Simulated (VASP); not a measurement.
**PbSe (space group Cmcm): computed properties**

The numbers are results of r2SCAN meta-GGA, VASP's PBE PAW potentials (set 64) (plane waves; VASP), not measurements.

For PbSe, the space group is Cmcm (63) and the cell is a = 4.306 Å, b = 12.212 Å, c = 4.454 Å, α = 90.00°, β = 90.00°, γ = 90.00°. The volume per atom comes out as 29.28 Å^3/atom and the band gap (over mesh and band path) comes out as 1.23 eV. The smallest direct gap (over mesh and band path) is 1.26 eV and the band-edge character comes out as indirect, T-Y at 0.25 to Σ0-Γ at 0.25. The density comes out as 8.11 g/cm³.

PbSe is modelled in the orthorhombic space group Cmcm (No. 63), Pearson symbol oS8. Conventional cell: a = 4.3064 Å, b = 12.2124 Å, c = 4.4539 Å, α = β = γ = 90.00°. Pb on 4c is surrounded by 1 Se at 2.815 Å and 4 Se at 3.099 Å (square pyramidal). Se on 4c is coordinated by 1 Pb at 2.815 Å and 4 Pb at 3.099 Å (square pyramidal). (Neighbours: up to the widest gap in distance over summed covalent radii, below 1.35, at either atom; cation-cation and far metal-metal contacts left out.)
(The calculation used a cell of 4 atoms; values per cell refer to that cell.)

The path is coarsely sampled, so an indirect gap can come out somewhat too large. Unless said otherwise, spin-orbit coupling is left out, though it shifts the bands of the heavy elements here.

The structure comes from a computed database's PbSe entry (Cmcm); how it stands against other phases isn't given here. It was relaxed first. Symmetry was kept, so distortions that lower it aren't found.
